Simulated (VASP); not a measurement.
Computed with PBE GGA, VASP's PBE PAW potentials (set 64) (plane waves; VASP).

Input for VASP

**INCAR**
```
! general
SYSTEM =Nb
PREC   =Accurate
ENCUT  =400
LREAL  =.FALSE.
LASPH  =.TRUE.

! electronic loop
EDIFF  =1E-6
NELM   =100
ALGO   =Normal
LMAXMIX=4

! smearing
ISMEAR =-4

! functional
GGA    =PE

! ions
ISIF   =2

! output
LWAVE  =.FALSE.
LCHARG =.FALSE.
```

File KPOINTS:
```
Automatic mesh
0
Gamma
14 14 14
0 0 0
```

File POSCAR:
```
Nb
1
   -1.6500000000     1.6500000000     1.6500000000
    1.6500000000    -1.6500000000     1.6500000000
    1.6500000000     1.6500000000    -1.6500000000
Nb
1
Direct
  0.0000000000   0.0000000000   0.0000000000
```

POTCAR, in this order: Nb_sv (PBE.64 set). Program: vasp_std.

Output

OSZICAR:
```
       N       E                     dE             d eps       ncg     rms          rms(c)
DAV:   1     0.944284032280E+02    0.94428E+02   -0.66177E+03  2104   0.107E+03
DAV:   2    -0.658244838502E+01   -0.10101E+03   -0.98824E+02  2292   0.381E+02
DAV:   3    -0.103973308341E+02   -0.38149E+01   -0.36846E+01  3034   0.624E+01
DAV:   4    -0.105734434334E+02   -0.17611E+00   -0.17550E+00  2838   0.123E+01
DAV:   5    -0.105796451892E+02   -0.62018E-02   -0.61937E-02  3126   0.176E+00    0.741E+00
DAV:   6    -0.101976007682E+02    0.38204E+00   -0.75121E-01  3196   0.111E+01    0.261E+00
DAV:   7    -0.101520140188E+02    0.45587E-01   -0.23275E-01  3236   0.603E+00    0.931E-01
DAV:   8    -0.101564495088E+02   -0.44355E-02   -0.11245E-02  2382   0.159E+00    0.627E-02
DAV:   9    -0.101564693005E+02   -0.19792E-04   -0.84101E-04  3464   0.317E-01    0.379E-02
DAV:  10    -0.101564821709E+02   -0.12870E-04   -0.20585E-05  2448   0.670E-02    0.122E-02
DAV:  11    -0.101564740744E+02    0.80966E-05   -0.33469E-06  2356   0.323E-02    0.243E-03
DAV:  12    -0.101564741163E+02   -0.41913E-07   -0.95190E-08  1216   0.485E-03
   1 F= -.10156474E+02 E0= -.10156474E+02  d E =0.000000E+00
```

File OUTCAR:
```
------------------------ aborting loop because EDIFF is reached ----------------------------------------
  FORCE on cell =-STRESS in cart. coord.  units (eV):
  Direction    XX          YY          ZZ          XY          YZ          ZX
  --------------------------------------------------------------------------------------
  Total        0.1646095      0.1646095      0.1646095      0.0000000      0.0000000      0.0000000
  in kB       14.6775525     14.6775525     14.6775525      0.0000000      0.0000000      0.0000000
  external PRESSURE =      14.6775525 kB  Pullay stress =       0.0000000 kB
  volume of cell :       17.97
      direct lattice vectors                 reciprocal lattice vectors
    -1.650000000  1.650000000  1.650000000     0.000000000  0.303030303  0.303030303
     1.650000000 -1.650000000  1.650000000     0.303030303  0.000000000  0.303030303
     1.650000000  1.650000000 -1.650000000     0.303030303  0.303030303  0.000000000
 POSITION                                       TOTAL-FORCE (eV/Angst)
 -----------------------------------------------------------------------------------
      0.00000      0.00000      0.00000        -0.000000     -0.000000      0.000000
 -----------------------------------------------------------------------------------
    total drift:                                0.000000      0.000000      0.000000
  FREE ENERGIE OF THE ION-ELECTRON SYSTEM (eV)
  ---------------------------------------------------
  free  energy   TOTEN  =       -10.1564741163 eV

  energy  without entropy=      -10.1564741163  energy(sigma->0) =      -10.15647412
```
(Selected blocks of OUTCAR.)

The compound is Nb in the bcc structure. The cell was not relaxed at this level. The run is one of a series of settings (ISMEAR = -4, SIGMA removed against the base run), some of them coarse on purpose.
